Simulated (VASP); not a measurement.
Here is the system:

```
CELL_PARAMETERS angstrom
      0.00000     1.76000     1.76000
      1.76000     0.00000     1.76000
      1.76000     1.76000     0.00000
ATOMIC_POSITIONS crystal
  Ni 0.00000 0.00000 0.00000
```
Starting moments (μB, in the order of the record's atoms Ni): 0.8.

All values below come from r2SCAN+rVV10, VASP's PBE PAW potentials (set 64) (plane waves; VASP 6.6.1). Run with 520 eV cut-off, 16×16×16 Γ-centred mesh, first-order Methfessel-Paxton smearing of 0.10 eV, potentials Ni.

Energy and stress use the plane-wave basis of the starting cell.

The ions, cell shape and volume are relaxed. Which structure does the run end with?

```
CELL_PARAMETERS angstrom
      0.00000     1.73574     1.73574
      1.73574     0.00000     1.73574
      1.73574     1.73574     0.00000
ATOMIC_POSITIONS crystal
  Ni 0.00000 0.00000 0.00000
```
Space group Fm-3m (225), at a tolerance of 0.03 Å. The cell ends with 0.75 μB, on the sites 0.77 μB.

How do energy and volume change from the first to the last step?

The energy (σ→0) changes by -12.4 meV/atom and the volume by -4.1 %, in 3 ionic steps.

The compound is Ni in the fcc structure. This run relaxes it. Symmetry was kept, so distortions that lower it aren't found.
